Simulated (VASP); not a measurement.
OSZICAR of a VASP run on Nb3Sn (A15):

OSZICAR:
```
       N       E                     dE             d eps       ncg     rms          rms(c)
DAV:   1     0.178271335751E+04    0.17827E+04   -0.50657E+04  2621   0.220E+03
DAV:   2     0.213368390215E+03   -0.15693E+04   -0.15369E+04  2544   0.812E+02
DAV:   3    -0.457781057594E+02   -0.25915E+03   -0.24967E+03  3350   0.279E+02
DAV:   4    -0.765931716270E+02   -0.30815E+02   -0.30036E+02  3800   0.849E+01
DAV:   5    -0.792656634367E+02   -0.26725E+01   -0.26443E+01  4576   0.215E+01    0.189E+01
DAV:   6    -0.762455774854E+02    0.30201E+01   -0.94874E+00  3624   0.158E+01    0.614E+00
DAV:   7    -0.759489319991E+02    0.29665E+00   -0.20999E+00  3944   0.713E+00    0.268E+00
DAV:   8    -0.759445816098E+02    0.43504E-02   -0.24558E-01  4048   0.258E+00    0.725E-01
DAV:   9    -0.759455769258E+02   -0.99532E-03   -0.38505E-02  3952   0.108E+00    0.364E-01
DAV:  10    -0.759460912011E+02   -0.51428E-03   -0.61492E-03  4000   0.383E-01    0.574E-02
DAV:  11    -0.759460809505E+02    0.10251E-04   -0.59560E-04  3496   0.137E-01    0.303E-02
DAV:  12    -0.759460718835E+02    0.90669E-05   -0.68847E-05  4312   0.458E-02    0.475E-03
DAV:  13    -0.759460710181E+02    0.86544E-06   -0.56700E-06  2696   0.132E-02
   1 F= -.75946071E+02 E0= -.75943736E+02  d E =-.759461E+02
```

**Question.** Which electronic solver shows in the log?

**Answer.** It is blocked Davidson (ALGO = Normal, or the opening steps of other solvers). The INCAR had ALGO = Normal.

**Question.** Can the final energy be trusted as converged?

**Answer.** Self-consistency was reached. It stopped with EDIFF = 1E-6, NELM = 100, NSW = 40 and EDIFFG = -0.02 after 1 ionic step (PBEsol GGA, plane waves, VASP's PBE PAW potentials (set 64)).

The compound is Nb3Sn in the A15 structure. It was relaxed first.
